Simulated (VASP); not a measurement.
Level of theory: PBE GGA, VASP's PBE PAW potentials (set 64) (plane waves; VASP).

Input for VASP

File KPOINTS:
```
Automatic
0
G
  10 10 10
0 0 0
```

**INCAR**
```
SYSTEM  =  Ge2Os
PREC  =  Accurate; ENCUT  =  400; LREAL  =  F
LASPH  =  T
EDIFF  =  1E-6; NELM  =  100; ALGO  =  Normal
LMAXMIX  =  6
ISMEAR  =  1; SIGMA  =  0.1
GGA  =  PE
ISIF  =  2
LWAVE  =  F; LCHARG  =  F
```

**POSCAR**
```
Ge2Os
1
    0.0000000000     3.0825070000     3.0825070000
    3.0825070000     0.0000000000     3.0825070000
    3.0825070000     3.0825070000     0.0000000000
Os Ge
1 2
Direct
  0.0000000000   0.0000000000   0.0000000000
  0.2500000000   0.2500000000   0.2500000000
  0.7500000000   0.7500000000   0.7500000000
```

POTCAR, in this order: Os Ge_d (PBE.64 set). Program: vasp_std.

The run wrote:

**OSZICAR**
```
       N       E                     dE             d eps       ncg     rms          rms(c)
DAV:   1     0.251787933587E+03    0.25179E+03   -0.16146E+04  2374   0.357E+03
DAV:   2     0.194549185447E+02   -0.23233E+03   -0.22756E+03  2086   0.665E+02
DAV:   3    -0.183441542017E+02   -0.37799E+02   -0.37203E+02  2446   0.176E+02
DAV:   4    -0.198186918080E+02   -0.14745E+01   -0.14699E+01  2386   0.402E+01
DAV:   5    -0.198514117289E+02   -0.32720E-01   -0.32712E-01  2640   0.627E+00    0.101E+01
DAV:   6    -0.196262121615E+02    0.22520E+00   -0.14297E+00  2842   0.664E+00    0.371E+00
DAV:   7    -0.195380012444E+02    0.88211E-01   -0.45833E-01  2766   0.556E+00    0.361E+00
DAV:   8    -0.194988535368E+02    0.39148E-01   -0.10100E-01  2520   0.217E+00    0.174E-01
DAV:   9    -0.194993943110E+02   -0.54077E-03   -0.14034E-02  2868   0.187E+00    0.110E-01
DAV:  10    -0.194993721110E+02    0.22200E-04   -0.10950E-03  2746   0.387E-01    0.468E-02
DAV:  11    -0.194994634708E+02   -0.91360E-04   -0.21546E-04  2212   0.156E-01    0.196E-02
DAV:  12    -0.194994643452E+02   -0.87441E-06   -0.52882E-06  2438   0.296E-02
   1 F= -.19499464E+02 E0= -.19499353E+02  d E =-.334268E-03
```

OUTCAR:
```
------------------------ aborting loop because EDIFF is reached ----------------------------------------
  FORCE on cell =-STRESS in cart. coord.  units (eV):
  Direction    XX          YY          ZZ          XY          YZ          ZX
  --------------------------------------------------------------------------------------
  Total       -4.1032227     -4.1032227     -4.1032227      0.0000000      0.0000000     -0.0000000
  in kB     -112.2259934   -112.2259934   -112.2259934      0.0000000      0.0000000     -0.0000000
  external PRESSURE =    -112.2259934 kB  Pullay stress =       0.0000000 kB
  volume of cell :       58.58
      direct lattice vectors                 reciprocal lattice vectors
     0.000000000  3.082507000  3.082507000    -0.162205633  0.162205633  0.162205633
     3.082507000  0.000000000  3.082507000     0.162205633 -0.162205633  0.162205633
     3.082507000  3.082507000  0.000000000     0.162205633  0.162205633 -0.162205633
 POSITION                                       TOTAL-FORCE (eV/Angst)
 -----------------------------------------------------------------------------------
      0.00000      0.00000      0.00000        -0.000000     -0.000000     -0.000000
      1.54125      1.54125      1.54125        -0.000000     -0.000000     -0.000000
      4.62376      4.62376      4.62376         0.000000      0.000000      0.000000
 -----------------------------------------------------------------------------------
    total drift:                                0.000000      0.000000      0.000000
  FREE ENERGIE OF THE ION-ELECTRON SYSTEM (eV)
  ---------------------------------------------------
  free  energy   TOTEN  =       -19.4994643452 eV

  energy  without entropy=      -19.4991300771  energy(sigma->0) =      -19.49935292
```
(Selected blocks of OUTCAR.)

The structure was generated: Ge2Os was put into the fluorite type (Fm-3m), which need not be its known phase. The cell was not relaxed at this level. The run is one of a series of settings (KPOINTS 10×10×10 Γ-centred mesh against the base run), some of them coarse on purpose.
